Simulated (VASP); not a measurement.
These are r2SCAN meta-GGA, VASP's PBE PAW potentials (set 64) (plane waves; VASP) values and carry that method's errors.

A VASP calculation is set up with these files.

**INCAR**
```
! general
SYSTEM  = Ni
PREC    = Accurate
ENCUT   = 400
LREAL   = .False.   ! projection in real space or not
LASPH   = .True.   ! aspherical one-centre terms

! electronic loop
EDIFF   = 1E-6
NELM    = 100
ALGO    = Normal   ! blocked Davidson
LMAXMIX = 4   ! l cut-off of mixed one-centre charges
LMIXTAU = .True.

! smearing
ISMEAR  = 1   ! Methfessel-Paxton
SIGMA   = 0.1   ! width (eV)

! functional
METAGGA = R2SCAN

! spin
ISPIN   = 2

! ions
IBRION  = 2
NSW     = 60   ! most ionic steps
ISIF    = 3
EDIFFG  = -0.01   ! ionic stop

! output
LWAVE   = .False.
LCHARG  = .False.
LORBIT  = 10
```

POSCAR:
```
Ni
1
   -1.3837150000     1.3837150000     1.3837150000
    1.3837150000    -1.3837150000     1.3837150000
    1.3837150000     1.3837150000    -1.3837150000
Ni
1
Direct
  0.0000000000   0.0000000000   0.0000000000
```

KPOINTS:
```
kpoints
0
gamma
17 17 17
0 0 0
```

POTCAR, in this order: Ni (PBE.64 set). Program: vasp_std. The INCAR's line for the spin-polarised start is left out here.

What will the output report for the number of irreducible k-points (NKPTS), number of bands (NBANDS), largest plane-wave count, number of space-group operations, FFT grid (NGX, NGY, NGZ)?

The number of irreducible k-points (NKPTS) comes out as 165, the number of bands (NBANDS) is 9 and the largest plane-wave count is 204. The number of space-group operations comes out as 48 and the FFT grid (NGX, NGY, NGZ) comes out as 16 × 16 × 16.

The structure comes from a computed database's Ni entry (Im-3m); how it stands against other phases isn't given here. This run relaxes it. Symmetry was kept, so distortions that lower it aren't found.
